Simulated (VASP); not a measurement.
Given:

```
NiSi2
1.0
    0.00000     2.69323     2.69323
    2.69323     0.00000     2.69323
    2.69323     2.69323     0.00000
Si Ni
2 1
Direct
  0.25000   0.25000   0.25000
  0.75000   0.75000   0.75000
  0.00000   0.00000   0.00000
```

These are AM05 GGA, VASP's PBE PAW potentials (set 64) (plane waves; VASP) values and carry that method's errors. Settings: 520 eV cut-off, Gaussian smearing of 0.050 eV, potentials Si Ni.

**Question.** Give the energies of bands 2 to 12 at the high-symmetry points, in eV from the Fermi level.

**Answer.** 
```tsv
band	Γ	X	U	L	W
2	-5.33	-8.19	-8.96	-10.12	-8.98
3	-5.33	-7.37	-7.57	-4.91	-7.18
4	-5.33	-4.62	-5.08	-4.91	-6.88
5	-3.62	-4.62	-4.52	-3.83	-3.84
6	-3.62	-3.73	-3.92	-3.44	-3.84
7	-0.14	-3.73	-3.54	-3.44	-3.72
8	1.68	-3.54	-3.01	-1.50	-3.28
9	1.68	-3.21	-2.72	-1.50	-2.52
10	1.68	-0.44	0.17	1.76	2.22
11	2.20	1.30	3.58	1.76	2.22
12	2.20	7.70	4.68	1.76	4.57
```

It has no gap at this level: it comes out as a metal or semimetal.

The compound is NiSi2 in the fluorite structure. It was relaxed first. The run is not spin-polarised, so no magnetic state was tried.
